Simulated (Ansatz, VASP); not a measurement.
**Sn: VASP beside Ansatz**

One calculation is typed for both programs; each brings its own data sets. How far apart do they land? The cell is taken from a series of runs on this material, whose earlier steps may have relaxed, scaled, displaced or heated it; both programs get it as it stands.

Calculated with Ansatz 0.2.0; plane waves, with VASP 6.6.1 beside it; zone-centre phonons at PBEsol.

### Step 1. Set-up

It takes space group I4_1/amd (No. 141, tetragonal). The conventional cell has a = 4.485 Å, b = 4.485 Å, c = 6.734 Å, α = 90.00°, β = 90.00°, γ = 90.00°. Sn has 4 Sn at 2.80 to 2.81 Å nearest. That group holds within 0.01 Å; judged at 0.001 Å it is C2/m (No. 12).

### Step 2. VASP: zone-centre phonons, PBEsol

Second derivatives magnify differences that forces hide, and they need a tight electronic threshold.

Lines of VASP's logs that name or quote its potential files are left out, and so is its time.

The input, INCAR:

```
SYSTEM = Sn
PREC = Accurate
ENCUT = 500
EDIFF = 1E-08
NELM = 120
ISMEAR = 0
SIGMA = 0.015
LREAL = .FALSE.
ALGO = Normal
GGA = PS
NBANDS = 20
LORBIT = 11
LWAVE = .FALSE.
LCHARG = .FALSE.
ISIF = 2
ISYM = 2
IBRION = 8
LASPH = .TRUE.
GGA_COMPAT = .FALSE.
EFERMI = MIDGAP
KPAR = 2
```

The input, POSCAR:

```
Sn
1.0
    0.0000000000      3.1715771850      3.3668916000
    3.1715771850      0.0000000000      3.3668916000
    3.1715771850      3.1715771850      0.0000000000
Sn
2
Direct
    0.5000143363      0.5000143363      0.4998498239
    0.7499856637      0.7499856637      0.7501501761
```

The input, KPOINTS:

```
Points of the shifted mesh
1728
Reciprocal
 0.0416666667  0.0416666667  0.0416666667 1
 0.0416666667  0.0416666667  0.1250000000 1
 0.0416666667  0.0416666667  0.2083333333 1
 0.0416666667  0.0416666667  0.2916666667 1
 0.0416666667  0.0416666667  0.3750000000 1
 0.0416666667  0.0416666667  0.4583333333 1
 0.0416666667  0.0416666667  0.5416666667 1
 0.0416666667  0.0416666667  0.6250000000 1
 0.0416666667  0.0416666667  0.7083333333 1
 0.0416666667  0.0416666667  0.7916666667 1
 0.0416666667  0.0416666667  0.8750000000 1
 0.0416666667  0.0416666667  0.9583333333 1
 0.0416666667  0.1250000000  0.0416666667 1
 0.0416666667  0.1250000000  0.1250000000 1
 0.0416666667  0.1250000000  0.2083333333 1
 0.0416666667  0.1250000000  0.2916666667 1
 0.0416666667  0.1250000000  0.3750000000 1
 0.0416666667  0.1250000000  0.4583333333 1
 0.0416666667  0.1250000000  0.5416666667 1
 0.0416666667  0.1250000000  0.6250000000 1
 0.0416666667  0.1250000000  0.7083333333 1
 0.0416666667  0.1250000000  0.7916666667 1
 0.0416666667  0.1250000000  0.8750000000 1
 0.0416666667  0.1250000000  0.9583333333 1
 0.0416666667  0.2083333333  0.0416666667 1
 0.0416666667  0.2083333333  0.1250000000 1
 0.0416666667  0.2083333333  0.2083333333 1
 0.0416666667  0.2083333333  0.2916666667 1
 0.0416666667  0.2083333333  0.3750000000 1
 0.0416666667  0.2083333333  0.4583333333 1
 0.0416666667  0.2083333333  0.5416666667 1
 0.0416666667  0.2083333333  0.6250000000 1
 0.0416666667  0.2083333333  0.7083333333 1
 0.0416666667  0.2083333333  0.7916666667 1
 0.0416666667  0.2083333333  0.8750000000 1
 0.0416666667  0.2083333333  0.9583333333 1
 0.0416666667  0.2916666667  0.0416666667 1
 0.0416666667  0.2916666667  0.1250000000 1
 0.0416666667  0.2916666667  0.2083333333 1
 0.0416666667  0.2916666667  0.2916666667 1
 0.0416666667  0.2916666667  0.3750000000 1
 0.0416666667  0.2916666667  0.4583333333 1
 0.0416666667  0.2916666667  0.5416666667 1
 0.0416666667  0.2916666667  0.6250000000 1
 0.0416666667  0.2916666667  0.7083333333 1
 0.0416666667  0.2916666667  0.7916666667 1
 0.0416666667  0.2916666667  0.8750000000 1
 0.0416666667  0.2916666667  0.9583333333 1
 0.0416666667  0.3750000000  0.0416666667 1
 0.0416666667  0.3750000000  0.1250000000 1
 0.0416666667  0.3750000000  0.2083333333 1
 0.0416666667  0.3750000000  0.2916666667 1
 0.0416666667  0.3750000000  0.3750000000 1
 0.0416666667  0.3750000000  0.4583333333 1
 0.0416666667  0.3750000000  0.5416666667 1
 0.0416666667  0.3750000000  0.6250000000 1
 0.0416666667  0.3750000000  0.7083333333 1
 0.0416666667  0.3750000000  0.7916666667 1
 0.0416666667  0.3750000000  0.8750000000 1
 0.0416666667  0.3750000000  0.9583333333 1
 0.0416666667  0.4583333333  0.0416666667 1
 0.0416666667  0.4583333333  0.1250000000 1
 0.0416666667  0.4583333333  0.2083333333 1
 0.0416666667  0.4583333333  0.2916666667 1
 0.0416666667  0.4583333333  0.3750000000 1
 0.0416666667  0.4583333333  0.4583333333 1
 0.0416666667  0.4583333333  0.5416666667 1
 0.0416666667  0.4583333333  0.6250000000 1
 0.0416666667  0.4583333333  0.7083333333 1
 0.0416666667  0.4583333333  0.7916666667 1
 0.0416666667  0.4583333333  0.8750000000 1
 0.0416666667  0.4583333333  0.9583333333 1
 0.0416666667  0.5416666667  0.0416666667 1
 0.0416666667  0.5416666667  0.1250000000 1
 0.0416666667  0.5416666667  0.2083333333 1
 0.0416666667  0.5416666667  0.2916666667 1
 0.0416666667  0.5416666667  0.3750000000 1
 0.0416666667  0.5416666667  0.4583333333 1
 0.0416666667  0.5416666667  0.5416666667 1
 0.0416666667  0.5416666667  0.6250000000 1
 0.0416666667  0.5416666667  0.7083333333 1
 0.0416666667  0.5416666667  0.7916666667 1
 0.0416666667  0.5416666667  0.8750000000 1
 0.0416666667  0.5416666667  0.9583333333 1
 0.0416666667  0.6250000000  0.0416666667 1
 0.0416666667  0.6250000000  0.1250000000 1
 0.0416666667  0.6250000000  0.2083333333 1
 0.0416666667  0.6250000000  0.2916666667 1
 0.0416666667  0.6250000000  0.3750000000 1
 0.0416666667  0.6250000000  0.4583333333 1
 0.0416666667  0.6250000000  0.5416666667 1
 0.0416666667  0.6250000000  0.6250000000 1
 0.0416666667  0.6250000000  0.7083333333 1
 0.0416666667  0.6250000000  0.7916666667 1
 0.0416666667  0.6250000000  0.8750000000 1
 0.0416666667  0.6250000000  0.9583333333 1
 0.0416666667  0.7083333333  0.0416666667 1
 0.0416666667  0.7083333333  0.1250000000 1
 0.0416666667  0.7083333333  0.2083333333 1
 0.0416666667  0.7083333333  0.2916666667 1
 0.0416666667  0.7083333333  0.3750000000 1
 0.0416666667  0.7083333333  0.4583333333 1
 0.0416666667  0.7083333333  0.5416666667 1
 0.0416666667  0.7083333333  0.6250000000 1
 0.0416666667  0.7083333333  0.7083333333 1
 0.0416666667  0.7083333333  0.7916666667 1
 0.0416666667  0.7083333333  0.8750000000 1
 0.0416666667  0.7083333333  0.9583333333 1
 0.0416666667  0.7916666667  0.0416666667 1
 0.0416666667  0.7916666667  0.1250000000 1
 0.0416666667  0.7916666667  0.2083333333 1
 0.0416666667  0.7916666667  0.2916666667 1
[... 1390 lines left out ...]
 0.8750000000  0.4583333333  0.1250000000 1
 0.8750000000  0.4583333333  0.2083333333 1
 0.8750000000  0.4583333333  0.2916666667 1
 0.8750000000  0.4583333333  0.3750000000 1
 0.8750000000  0.4583333333  0.4583333333 1
 0.8750000000  0.4583333333  0.5416666667 1
 0.8750000000  0.4583333333  0.6250000000 1
 0.8750000000  0.4583333333  0.7083333333 1
 0.8750000000  0.4583333333  0.7916666667 1
 0.8750000000  0.4583333333  0.8750000000 1
 0.8750000000  0.4583333333  0.9583333333 1
 0.8750000000  0.5416666667  0.0416666667 1
 0.8750000000  0.5416666667  0.1250000000 1
 0.8750000000  0.5416666667  0.2083333333 1
 0.8750000000  0.5416666667  0.2916666667 1
 0.8750000000  0.5416666667  0.3750000000 1
 0.8750000000  0.5416666667  0.4583333333 1
 0.8750000000  0.5416666667  0.5416666667 1
 0.8750000000  0.5416666667  0.6250000000 1
 0.8750000000  0.5416666667  0.7083333333 1
 0.8750000000  0.5416666667  0.7916666667 1
 0.8750000000  0.5416666667  0.8750000000 1
 0.8750000000  0.5416666667  0.9583333333 1
 0.8750000000  0.6250000000  0.0416666667 1
 0.8750000000  0.6250000000  0.1250000000 1
 0.8750000000  0.6250000000  0.2083333333 1
 0.8750000000  0.6250000000  0.2916666667 1
 0.8750000000  0.6250000000  0.3750000000 1
 0.8750000000  0.6250000000  0.4583333333 1
 0.8750000000  0.6250000000  0.5416666667 1
 0.8750000000  0.6250000000  0.6250000000 1
 0.8750000000  0.6250000000  0.7083333333 1
 0.8750000000  0.6250000000  0.7916666667 1
 0.8750000000  0.6250000000  0.8750000000 1
 0.8750000000  0.6250000000  0.9583333333 1
 0.8750000000  0.7083333333  0.0416666667 1
 0.8750000000  0.7083333333  0.1250000000 1
 0.8750000000  0.7083333333  0.2083333333 1
 0.8750000000  0.7083333333  0.2916666667 1
 0.8750000000  0.7083333333  0.3750000000 1
 0.8750000000  0.7083333333  0.4583333333 1
 0.8750000000  0.7083333333  0.5416666667 1
 0.8750000000  0.7083333333  0.6250000000 1
 0.8750000000  0.7083333333  0.7083333333 1
 0.8750000000  0.7083333333  0.7916666667 1
 0.8750000000  0.7083333333  0.8750000000 1
 0.8750000000  0.7083333333  0.9583333333 1
 0.8750000000  0.7916666667  0.0416666667 1
 0.8750000000  0.7916666667  0.1250000000 1
 0.8750000000  0.7916666667  0.2083333333 1
 0.8750000000  0.7916666667  0.2916666667 1
 0.8750000000  0.7916666667  0.3750000000 1
 0.8750000000  0.7916666667  0.4583333333 1
 0.8750000000  0.7916666667  0.5416666667 1
 0.8750000000  0.7916666667  0.6250000000 1
 0.8750000000  0.7916666667  0.7083333333 1
 0.8750000000  0.7916666667  0.7916666667 1
 0.8750000000  0.7916666667  0.8750000000 1
 0.8750000000  0.7916666667  0.9583333333 1
 0.8750000000  0.8750000000  0.0416666667 1
 0.8750000000  0.8750000000  0.1250000000 1
 0.8750000000  0.8750000000  0.2083333333 1
 0.8750000000  0.8750000000  0.2916666667 1
 0.8750000000  0.8750000000  0.3750000000 1
 0.8750000000  0.8750000000  0.4583333333 1
 0.8750000000  0.8750000000  0.5416666667 1
 0.8750000000  0.8750000000  0.6250000000 1
 0.8750000000  0.8750000000  0.7083333333 1
 0.8750000000  0.8750000000  0.7916666667 1
 0.8750000000  0.8750000000  0.8750000000 1
 0.8750000000  0.8750000000  0.9583333333 1
 0.8750000000  0.9583333333  0.0416666667 1
 0.8750000000  0.9583333333  0.1250000000 1
 0.8750000000  0.9583333333  0.2083333333 1
 0.8750000000  0.9583333333  0.2916666667 1
 0.8750000000  0.9583333333  0.3750000000 1
 0.8750000000  0.9583333333  0.4583333333 1
 0.8750000000  0.9583333333  0.5416666667 1
 0.8750000000  0.9583333333  0.6250000000 1
 0.8750000000  0.9583333333  0.7083333333 1
 0.8750000000  0.9583333333  0.7916666667 1
 0.8750000000  0.9583333333  0.8750000000 1
 0.8750000000  0.9583333333  0.9583333333 1
 0.9583333333  0.0416666667  0.0416666667 1
 0.9583333333  0.0416666667  0.1250000000 1
 0.9583333333  0.0416666667  0.2083333333 1
 0.9583333333  0.0416666667  0.2916666667 1
 0.9583333333  0.0416666667  0.3750000000 1
 0.9583333333  0.0416666667  0.4583333333 1
 0.9583333333  0.0416666667  0.5416666667 1
 0.9583333333  0.0416666667  0.6250000000 1
 0.9583333333  0.0416666667  0.7083333333 1
 0.9583333333  0.0416666667  0.7916666667 1
 0.9583333333  0.0416666667  0.8750000000 1
 0.9583333333  0.0416666667  0.9583333333 1
 0.9583333333  0.1250000000  0.0416666667 1
 0.9583333333  0.1250000000  0.1250000000 1
 0.9583333333  0.1250000000  0.2083333333 1
 0.9583333333  0.1250000000  0.2916666667 1
 0.9583333333  0.1250000000  0.3750000000 1
 0.9583333333  0.1250000000  0.4583333333 1
 0.9583333333  0.1250000000  0.5416666667 1
 0.9583333333  0.1250000000  0.6250000000 1
 0.9583333333  0.1250000000  0.7083333333 1
 0.9583333333  0.1250000000  0.7916666667 1
 0.9583333333  0.1250000000  0.8750000000 1
 0.9583333333  0.1250000000  0.9583333333 1
 0.9583333333  0.2083333333  0.0416666667 1
 0.9583333333  0.2083333333  0.1250000000 1
 0.9583333333  0.2083333333  0.2083333333 1
 0.9583333333  0.2083333333  0.2916666667 1
 0.9583333333  0.2083333333  0.3750000000 1
 0.9583333333  0.2083333333  0.4583333333 1
 0.9583333333  0.2083333333  0.5416666667 1
 0.9583333333  0.2083333333  0.6250000000 1
 0.9583333333  0.2083333333  0.7083333333 1
 0.9583333333  0.2083333333  0.7916666667 1
 0.9583333333  0.2083333333  0.8750000000 1
 0.9583333333  0.2083333333  0.9583333333 1
 0.9583333333  0.2916666667  0.0416666667 1
 0.9583333333  0.2916666667  0.1250000000 1
 0.9583333333  0.2916666667  0.2083333333 1
 0.9583333333  0.2916666667  0.2916666667 1
 0.9583333333  0.2916666667  0.3750000000 1
 0.9583333333  0.2916666667  0.4583333333 1
 0.9583333333  0.2916666667  0.5416666667 1
 0.9583333333  0.2916666667  0.6250000000 1
 0.9583333333  0.2916666667  0.7083333333 1
 0.9583333333  0.2916666667  0.7916666667 1
 0.9583333333  0.2916666667  0.8750000000 1
 0.9583333333  0.2916666667  0.9583333333 1
 0.9583333333  0.3750000000  0.0416666667 1
 0.9583333333  0.3750000000  0.1250000000 1
 0.9583333333  0.3750000000  0.2083333333 1
 0.9583333333  0.3750000000  0.2916666667 1
 0.9583333333  0.3750000000  0.3750000000 1
 0.9583333333  0.3750000000  0.4583333333 1
 0.9583333333  0.3750000000  0.5416666667 1
 0.9583333333  0.3750000000  0.6250000000 1
 0.9583333333  0.3750000000  0.7083333333 1
 0.9583333333  0.3750000000  0.7916666667 1
 0.9583333333  0.3750000000  0.8750000000 1
 0.9583333333  0.3750000000  0.9583333333 1
 0.9583333333  0.4583333333  0.0416666667 1
 0.9583333333  0.4583333333  0.1250000000 1
 0.9583333333  0.4583333333  0.2083333333 1
 0.9583333333  0.4583333333  0.2916666667 1
 0.9583333333  0.4583333333  0.3750000000 1
 0.9583333333  0.4583333333  0.4583333333 1
 0.9583333333  0.4583333333  0.5416666667 1
 0.9583333333  0.4583333333  0.6250000000 1
 0.9583333333  0.4583333333  0.7083333333 1
 0.9583333333  0.4583333333  0.7916666667 1
 0.9583333333  0.4583333333  0.8750000000 1
 0.9583333333  0.4583333333  0.9583333333 1
 0.9583333333  0.5416666667  0.0416666667 1
 0.9583333333  0.5416666667  0.1250000000 1
 0.9583333333  0.5416666667  0.2083333333 1
 0.9583333333  0.5416666667  0.2916666667 1
 0.9583333333  0.5416666667  0.3750000000 1
 0.9583333333  0.5416666667  0.4583333333 1
 0.9583333333  0.5416666667  0.5416666667 1
 0.9583333333  0.5416666667  0.6250000000 1
 0.9583333333  0.5416666667  0.7083333333 1
 0.9583333333  0.5416666667  0.7916666667 1
 0.9583333333  0.5416666667  0.8750000000 1
 0.9583333333  0.5416666667  0.9583333333 1
 0.9583333333  0.6250000000  0.0416666667 1
 0.9583333333  0.6250000000  0.1250000000 1
 0.9583333333  0.6250000000  0.2083333333 1
 0.9583333333  0.6250000000  0.2916666667 1
 0.9583333333  0.6250000000  0.3750000000 1
 0.9583333333  0.6250000000  0.4583333333 1
 0.9583333333  0.6250000000  0.5416666667 1
 0.9583333333  0.6250000000  0.6250000000 1
 0.9583333333  0.6250000000  0.7083333333 1
 0.9583333333  0.6250000000  0.7916666667 1
 0.9583333333  0.6250000000  0.8750000000 1
 0.9583333333  0.6250000000  0.9583333333 1
 0.9583333333  0.7083333333  0.0416666667 1
 0.9583333333  0.7083333333  0.1250000000 1
 0.9583333333  0.7083333333  0.2083333333 1
 0.9583333333  0.7083333333  0.2916666667 1
 0.9583333333  0.7083333333  0.3750000000 1
 0.9583333333  0.7083333333  0.4583333333 1
 0.9583333333  0.7083333333  0.5416666667 1
 0.9583333333  0.7083333333  0.6250000000 1
 0.9583333333  0.7083333333  0.7083333333 1
 0.9583333333  0.7083333333  0.7916666667 1
 0.9583333333  0.7083333333  0.8750000000 1
 0.9583333333  0.7083333333  0.9583333333 1
 0.9583333333  0.7916666667  0.0416666667 1
 0.9583333333  0.7916666667  0.1250000000 1
 0.9583333333  0.7916666667  0.2083333333 1
 0.9583333333  0.7916666667  0.2916666667 1
 0.9583333333  0.7916666667  0.3750000000 1
 0.9583333333  0.7916666667  0.4583333333 1
 0.9583333333  0.7916666667  0.5416666667 1
 0.9583333333  0.7916666667  0.6250000000 1
 0.9583333333  0.7916666667  0.7083333333 1
 0.9583333333  0.7916666667  0.7916666667 1
 0.9583333333  0.7916666667  0.8750000000 1
 0.9583333333  0.7916666667  0.9583333333 1
 0.9583333333  0.8750000000  0.0416666667 1
 0.9583333333  0.8750000000  0.1250000000 1
 0.9583333333  0.8750000000  0.2083333333 1
 0.9583333333  0.8750000000  0.2916666667 1
 0.9583333333  0.8750000000  0.3750000000 1
 0.9583333333  0.8750000000  0.4583333333 1
 0.9583333333  0.8750000000  0.5416666667 1
 0.9583333333  0.8750000000  0.6250000000 1
 0.9583333333  0.8750000000  0.7083333333 1
 0.9583333333  0.8750000000  0.7916666667 1
 0.9583333333  0.8750000000  0.8750000000 1
 0.9583333333  0.8750000000  0.9583333333 1
 0.9583333333  0.9583333333  0.0416666667 1
 0.9583333333  0.9583333333  0.1250000000 1
 0.9583333333  0.9583333333  0.2083333333 1
 0.9583333333  0.9583333333  0.2916666667 1
 0.9583333333  0.9583333333  0.3750000000 1
 0.9583333333  0.9583333333  0.4583333333 1
 0.9583333333  0.9583333333  0.5416666667 1
 0.9583333333  0.9583333333  0.6250000000 1
 0.9583333333  0.9583333333  0.7083333333 1
 0.9583333333  0.9583333333  0.7916666667 1
 0.9583333333  0.9583333333  0.8750000000 1
 0.9583333333  0.9583333333  0.9583333333 1
```

PAW data sets: Sn_d (PBE family, release 64).

Command:

```sh
$ mpirun -np 2 vasp_std
```

Numbers of over 12 decimals in the logs are rounded to 6 here.

The log of the run:

```text
[banner, memory and clock lines left out]
running    2 mpi-ranks, on    1 nodes
 distrk:  each k-point on    1 cores,    2 groups
 distr:  one band on    1 cores,    1 groups

 POSCAR found type information on POSCAR Sn
 POSCAR found :  1 types and       2 ions
|                                                                             |
|               ----> ADVICE to this user running VASP <----                  |
|                                                                             |
|     You enforced a specific xc type in the INCAR file but a different       |
|     [... a line on the potential file left out ...]
|     I HOPE YOU KNOW WHAT YOU ARE DOING!                                     |
|                                                                             |

 LDA part: xc-table for (Slater+PW92), standard interpolation
 POSCAR, INCAR and KPOINTS ok, starting setup
 FFT: planning ... GRIDC
 FFT: planning ... GRID_SOFT
 FFT: planning ... GRID
 WAVECAR not read
 entering main loop
       N       E                     dE             d eps       ncg     rms          rms(c)
DAV:   1     0.221038204314E+03    0.22104E+03   -0.14771E+04 69612   0.200E+03
DAV:   2     0.147337073786E+02   -0.20630E+03   -0.20255E+03 69260   0.441E+02
DAV:   3    -0.780512737714E+01   -0.22539E+02   -0.22400E+02 79172   0.142E+02
DAV:   4    -0.852253155491E+01   -0.71740E+00   -0.71705E+00 78564   0.286E+01
DAV:   5    -0.854737811868E+01   -0.24847E-01   -0.24846E-01 94732   0.518E+00    0.331E+00
DAV:   6    -0.847403166980E+01    0.73346E-01   -0.45171E-02 93396   0.280E+00    0.187E+00
DAV:   7    -0.843871264102E+01    0.35319E-01   -0.56333E-02 77860   0.267E+00    0.167E-01
DAV:   8    -0.843969144986E+01   -0.97881E-03   -0.73748E-03 76480   0.104E+00    0.555E-02
DAV:   9    -0.843993824087E+01   -0.24679E-03   -0.35403E-04 85096   0.147E-01    0.105E-02
DAV:  10    -0.843994703233E+01   -0.87915E-05   -0.18916E-05 84800   0.417E-02    0.513E-03
DAV:  11    -0.843994852483E+01   -0.14925E-05   -0.26973E-06 77200   0.123E-02    0.619E-04
DAV:  12    -0.843994841402E+01    0.11081E-06   -0.17315E-07 88760   0.494E-03    0.357E-04
DAV:  13    -0.843994838737E+01    0.26653E-07   -0.11093E-08 61016   0.835E-04    0.509E-05
DAV:  14    -0.843994839847E+01   -0.11095E-07   -0.11656E-09 43088   0.375E-04    0.129E-05
DAV:  15    -0.843994839757E+01    0.89176E-09   -0.49450E-10 40364   0.283E-04
   1 F= -.84399484E+01 E0= -.84399484E+01  d E =-.219019E-11
 Linear response reoptimize wavefunctions to high precision
DAV:   1    -0.843994839922E+01   -0.16471E-08   -0.27750E-10 42016   0.217E-04
DAV:   2    -0.843994839924E+01   -0.17280E-10   -0.13987E-10 38912   0.128E-04
 Linear response DOF=           2
 Linear response progress:
  Degree of freedom:   1/  2
       N       E                     dE             d eps       ncg     rms          rms(c)
RMM:   1    -0.213831431993E+00   -0.21383E+00    0.59673E-01 86588   0.102E+01
RMM:   2    -0.220500549156E+00   -0.66691E-02   -0.19875E-02120992   0.118E+00    0.700E-02
RMM:   3    -0.220648742142E+00   -0.14819E-03   -0.16431E-03127562   0.326E-01    0.326E-02
RMM:   4    -0.220539638246E+00    0.10910E-03   -0.11648E-04126110   0.992E-02    0.111E-02
RMM:   5    -0.220527374898E+00    0.12263E-04   -0.16421E-05130065   0.331E-02    0.402E-03
RMM:   6    -0.220528241383E+00   -0.86649E-06   -0.13996E-06127756   0.950E-03    0.178E-03
RMM:   7    -0.220526549666E+00    0.16917E-05   -0.22713E-07127793   0.337E-03    0.373E-04
RMM:   8    -0.220524035825E+00    0.25138E-05   -0.33249E-08132272   0.119E-03    0.257E-04
RMM:   9    -0.220522088207E+00    0.19476E-05   -0.88683E-09131177   0.478E-04    0.570E-05
RMM:  10    -0.220522436925E+00   -0.34872E-06    0.99761E-09138574   0.189E-04    0.294E-05
RMM:  11    -0.220522436822E+00    0.10322E-09    0.24335E-08132708   0.930E-05    0.549E-06
 first order change of Fermi-energy   0.43033E+00
 force on displaced ion       1 direction 1 :  -7.978  -0.087  -0.004
 Linear response progress:
  Degree of freedom:   2/  2
       N       E                     dE             d eps       ncg     rms          rms(c)
RMM:   1    -0.214383383548E+00   -0.21438E+00    0.52142E-01 86712   0.985E+00
RMM:   2    -0.221036971883E+00   -0.66536E-02   -0.19993E-02121162   0.118E+00    0.719E-02
RMM:   3    -0.221187606633E+00   -0.15063E-03   -0.16490E-03127739   0.327E-01    0.336E-02
RMM:   4    -0.221083484519E+00    0.10412E-03   -0.11782E-04127187   0.993E-02    0.110E-02
RMM:   5    -0.221074106490E+00    0.93780E-05   -0.15968E-05130411   0.330E-02    0.392E-03
RMM:   6    -0.221074392028E+00   -0.28554E-06   -0.12880E-06127782   0.954E-03    0.166E-03
RMM:   7    -0.221072417795E+00    0.19742E-05   -0.23090E-07128104   0.348E-03    0.343E-04
RMM:   8    -0.221069459654E+00    0.29581E-05   -0.29177E-08132145   0.125E-03    0.213E-04
RMM:   9    -0.221067742506E+00    0.17171E-05    0.20614E-08131997   0.498E-04    0.471E-05
RMM:  10    -0.221068072343E+00   -0.32984E-06    0.29423E-08138313   0.211E-04    0.293E-05
RMM:  11    -0.221067940478E+00    0.13187E-06    0.42672E-08132237   0.107E-04    0.738E-06
RMM:  12    -0.221067930752E+00    0.97260E-08    0.32487E-08142280   0.564E-05    0.564E-06
 first order change of Fermi-energy   0.19353E+01
 force on displaced ion       1 direction 3 :  -0.004  -0.004  -8.559
 Linear response finished
```

[end of part 1 of 2]

[Lines on the potential files, build, host, timing and source positions are cut from VASP's logs without a mark.]

[Logs are printed without paths, hosts, clocks, repeated set-up lines and the standing remarks that a program may print on its own settings, such as how far it seeks lower states.]

[Hosts, paths, dates, database ids (printed as entryN), source tags and the programs' standing remarks are cut or masked in the printed files.]
